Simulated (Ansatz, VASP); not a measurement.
# Cross-check of CrBr2 between VASP and Ansatz, part 3 of 3

Wanted: the spread between two codes on one cell, functional and k mesh.  The structure shown is the end of the VASP relaxation below.

VASP 6.6.1 and Ansatz 0.2.0.

So far: Starting point; VASP: relaxation, LDA; Ansatz: single point, LDA; Comparison.

## (5) VASP: band structure, LDA

Level of this step: LDA, spin-polarised from a ferromagnetic start; plane waves and PAW (Br, Cr) (VASP).

Levels along a path test the potential and the projectors away from the mesh points.

Input file INCAR:

```
SYSTEM = CrBr2
PREC = Normal
ENCUT = 300
EDIFF = 1E-06
NELM = 120
ISMEAR = 0
SIGMA = 0.05
LREAL = .FALSE.
ALGO = Fast
GGA = CA
NBANDS = 43
ISPIN = 2
MAGMOM = 0 0 0 0 3 3
LASPH = .TRUE.
LMAXMIX = 4
LORBIT = 11
LWAVE = .TRUE.
LCHARG = .TRUE.
IDIPOL = 3
LDIPOL = .TRUE.
DIPOL = 0.5 0.5 0.5
LVHAR = .TRUE.
LVACPOTAV = .TRUE.
LELF = .TRUE.
NEDOS = 1500
```

Input file POSCAR:

```
CrBr2
1.0
    4.1683699850      0.0000000000      0.0000000000
    2.5597016450      3.2898686630      0.0000000000
    0.0000000000      0.0000000000     24.4820253074
Br Cr
4 2
Direct
    0.4377848696      0.4377848696      0.6738581576
    0.1695617871      0.1695617871      0.5621201818
    0.5392855109      0.5392855109      0.4378798182
    0.2710624284      0.2710624284      0.3261418424
    0.8016336895      0.8016336895      0.6183529248
    0.9072136075      0.9072136075      0.3816470752
```

Input file KPOINTS:

```
Automatic mesh
0
Gamma
7 7 1
0 0 0
```

Input file KPOINTS_OPT:

```
Line mode
14
Line-mode
Reciprocal
  0.00000000   0.00000000   0.00000000 GAMMA
  0.30977450  -0.30977450   0.00000000 X

  0.30977450  -0.30977450   0.00000000 X
  0.69022550   0.30977450   0.00000000 A1

  0.69022550   0.30977450   0.00000000 A1
  0.50000000   0.50000000   0.00000000 Y

  0.50000000   0.50000000   0.00000000 Y
  0.00000000   0.00000000   0.00000000 GAMMA
```

The projector-augmented-wave data sets are Br and Cr (LDA family, release 64).

Command:

```bash
mpirun -np 2 vasp_std
```

Numbers of over 12 decimals in the logs are rounded to 6 here.

The log of the run:

```text
[banner, memory and clock lines left out]
running    2 mpi-ranks, on    1 nodes
[...]
LDA part: xc-table for (Slater(with rela. corr.)+CA(PZ))
 , standard interpolation
|                                                                             |
|           W    W    AA    RRRRR   N    N  II  N    N   GGGG   !!!           |
|           W    W   A  A   R    R  NN   N  II  NN   N  G    G  !!!           |
|           W    W  A    A  R    R  N N  N  II  N N  N  G       !!!           |
|           W WW W  AAAAAA  RRRRR   N  N N  II  N  N N  G  GGG   !            |
|           WW  WW  A    A  R   R   N   NN  II  N   NN  G    G                |
|           W    W  A    A  R    R  N    N  II  N    N   GGGG   !!!           |
|                                                                             |
|     The number of bands has been changed from the values supplied in        |
|     The orbitals not found in the WAVECAR file will be initialized with     |
|     random numbers, which is usually adequate. For correlated               |
[...]
|     workfunction values.                                                    |
|                                                                             |

   1 F= -.31699622E+02 E0= -.31699610E+02  d E =-.243551E-04  mag=     7.9999
 Start KPOINTS_OPT (optional k-point list driver)
k-point batch [1-16\56]
       N       E                     dE             ncg
DAV:   1     0.253143942914E+03   -0.88560E+04     2816
DAV:   2    -0.381966026391E+04   -0.40728E+04     3096
DAV:   3    -0.442730782831E+04   -0.60765E+03     3624
DAV:   4    -0.445509933142E+04   -0.27792E+02     3488
[...]
DAV:   8    -0.445605368598E+04   -0.85177E-04     3576
DAV:   9    -0.445605368947E+04   -0.34973E-05     2868
DAV:  10    -0.445605368964E+04   -0.16289E-06     2320
[...]
k-point batch [49-56\56]
       N       E                     dE             ncg
DAV:   1     0.578504503053E+04   -0.74760E+03     1408
DAV:   2     0.373277379438E+04   -0.20523E+04     1556
DAV:   3     0.339708345837E+04   -0.33569E+03     1752
DAV:   4     0.338291764565E+04   -0.14166E+02     1696
[...]
DAV:   8     0.338239659388E+04   -0.40104E-04     1752
DAV:   9     0.338239659222E+04   -0.16591E-05     1400
DAV:  10     0.338239659214E+04   -0.78204E-07     1152
 writing wavefunctions
```

From OUTCAR (step 5):

```text
  Total       -2.3330114     -2.8993901     -0.1356846      0.3639704     -0.0043589     -0.0089205
  in kB      -11.1335915    -13.8364623     -0.6475139      1.7369387     -0.0208015     -0.0425704
  external PRESSURE =      -8.5391892 kB  Pullay stress =       0.0000000 kB

 POSITION                                       TOTAL-FORCE (eV/Angst)
 -----------------------------------------------------------------------------------
      2.94545      1.44025     16.49741        -0.007782     -0.003805      0.012017
      1.14082      0.55784     13.76184         0.008728      0.004268     -0.025574
      3.62835      1.77418     10.72018        -0.008728     -0.004268      0.025574
      1.82373      0.89176      7.98461         0.007782      0.003805     -0.012017
      5.39345      2.63727     15.13853         0.004500      0.002200     -0.013700
      6.10380      2.98461      9.34349        -0.004500     -0.002200      0.013700
 -----------------------------------------------------------------------------------
    total drift:                                0.000097      0.000047     -0.000059

  FREE ENERGIE OF THE ION-ELECTRON SYSTEM (eV)
  ---------------------------------------------------
  free  energy   TOTEN  =       -31.6996219574 eV

  energy  without entropy=      -31.6995976022  energy(sigma->0) =      -31.69960978

[... 2 parts as in an earlier step ...]

[... 2 further parts left out ...]
[key lines of the parts left out:]
E-fermi :  -1.1784
```

With spin, VASP writes an ELF for each channel.

## (6) Ansatz: band structure, LDA

The same cell, functional (in two slightly different forms), mesh and smearing now go to Ansatz, which takes its cutoff from its data sets.

Input file input.yaml:

```yaml
crystal:
  lattice:
    - [4.168369985, 0.0, 0.0]
    - [2.559701645, 3.289868663, 0.0]
    - [0.0, 0.0, 24.4820253074]
  atoms:
    - { symbol: Br, position: [0.4377848696, 0.4377848696, 0.6738581576] }
    - { symbol: Br, position: [0.1695617871, 0.1695617871, 0.5621201818] }
    - { symbol: Br, position: [0.5392855109, 0.5392855109, 0.4378798182] }
    - { symbol: Br, position: [0.2710624284, 0.2710624284, 0.3261418424] }
    - { symbol: Cr, position: [0.8016336895, 0.8016336895, 0.6183529248], spin: 3.0 }
    - { symbol: Cr, position: [0.9072136075, 0.9072136075, 0.3816470752], spin: 3.0 }
hamiltonian:
  xc: lda
  pseudopotentials: { kind: paw }
magnetization:
  spin_polarized: true
kpoints:
  mp_grid: { grid: [7, 7, 1] }
  band_path:
    path:
      - [0.0, 0.0, 0.0]
      - [0.02383, -0.02383, 0.0]
      - [0.07149, -0.07149, 0.0]
      - [0.11914, -0.11914, 0.0]
      - [0.1668, -0.1668, 0.0]
      - [0.21446, -0.21446, 0.0]
      - [0.26212, -0.26212, 0.0]
      - [0.30977, -0.30977, 0.0]
      - [0.33904, -0.26212, 0.0]
      - [0.39757, -0.1668, 0.0]
      - [0.42684, -0.11914, 0.0]
      - [0.48537, -0.02383, 0.0]
      - [0.5439, 0.07149, 0.0]
      - [0.60243, 0.1668, 0.0]
      - [0.66096, 0.26212, 0.0]
      - [0.69023, 0.30977, 0.0]
      - [0.66096, 0.33904, 0.0]
      - [0.63169, 0.36831, 0.0]
      - [0.60243, 0.39757, 0.0]
      - [0.57316, 0.42684, 0.0]
      - [0.55853, 0.44147, 0.0]
      - [0.52927, 0.47073, 0.0]
      - [0.5, 0.5, 0.0]
      - [0.46154, 0.46154, 0.0]
      - [0.38462, 0.38462, 0.0]
      - [0.30769, 0.30769, 0.0]
      - [0.23077, 0.23077, 0.0]
      - [0.15385, 0.15385, 0.0]
      - [0.07692, 0.07692, 0.0]
      - [0.0, 0.0, 0.0]
    npoints: 1
scf:
  occupations: { method: gaussian, width: 0.05 }
  n_extra_bands: 14
efield:
  axis: 3
  dipole_correction: true
  ramp_width: 0.04
output:
  forces: true
  eigenvalues: true
```

Command:

```bash
ansatz run input.yaml --threads 4 --pin off --max-ram 9216MiB --backend cpu --events-out ev --progress --plain --runs-dir out
```

The log of the run:

```text
[...]
Crystal: 6 atoms, lattice volume = 335.732 Å³
Basis set: ecut = 420 eV, 6515 PW (Γ)
Bands: 42, of which v1, the nominal top of the filled ones, is band 28 counted from 1 (27 counted from 0)
Symmetry: 2 space group operations
k-points: 16 of 49 (time reversal used)
[...]
k-point 1 ↑: bands = [... 24 lower, -1.2147, -1.1592, -1.0376, -1.0166, -0.7595, -0.7267, -0.0470, 0.0169, ... 10 higher]
  k-point 2 ↑: bands = [... 24 lower, -1.1126, -1.0881, -0.9867, -0.9396, -0.7323, -0.6829, -0.1583, -0.0537, ... 10 higher]
  k-point 15 ↓: bands = [... 24 lower, 1.4083, 1.4377, 2.1651, 2.1764, 2.2782, 2.2791, 2.5611, 2.5619, ... 10 higher]
[key lines of the parts left out:]
SCF converged after 25 iterations
Magnetization: 8.0000 μB (32.0000 up, 24.0000 down)
Free energy (F): -17423.665382 eV
Fermi energy:    0.290140 eV
Dipole field:    D = 0.000000 V/Å  (p = 0.000000 e·Å, saw-weighted, corrected)
Work function:   Φ+ = 4.7958 eV   Φ− = 4.7958 eV
```

It took 75 s on 4 threads of Arm Neoverse N1, shared host; peak memory 0.92 GiB.

## (7) Differences

The two programs side by side:

| quantity | Ansatz | VASP | difference |
| --- | --- | --- | --- |
| total moment (μB) | 8.00 | 8.00 | 0.00 |
| moment on Cr6 (μB) | 3.43 | 3.68 | -0.25 |
| moment on Cr5 (μB) | 3.43 | 3.68 | -0.25 |

At this near-relaxed geometry the largest component of a force difference is 15 meV/Å.

## (8) Summary of results

```json
{"difference in gap on the k mesh (single point, LDA)": "0.052 eV", "r.m.s. force difference (single point, LDA)": "10 meV/Å", "difference in moment on Cr6 (band structure, LDA)": "-0.25 μB", "r.m.s. force difference (band structure, LDA)": "9.4 meV/Å"}
```

In words: The r.m.s. force difference is 10 meV/Å (single point, LDA), within the 12 meV/Å picked in this series as the mark of a large difference. How closely two codes agree says nothing of how well the functional describes the real material.

[Lines on the potential files, build, host, timing and source positions are cut from VASP's logs without a mark.]

[Logs are printed without paths, hosts, clocks, repeated set-up lines and the standing remarks that a program may print on its own settings, such as how far it seeks lower states.]

[Hosts, paths, dates, database ids (printed as entryN), source tags and the programs' standing remarks are cut or masked in the printed files.]
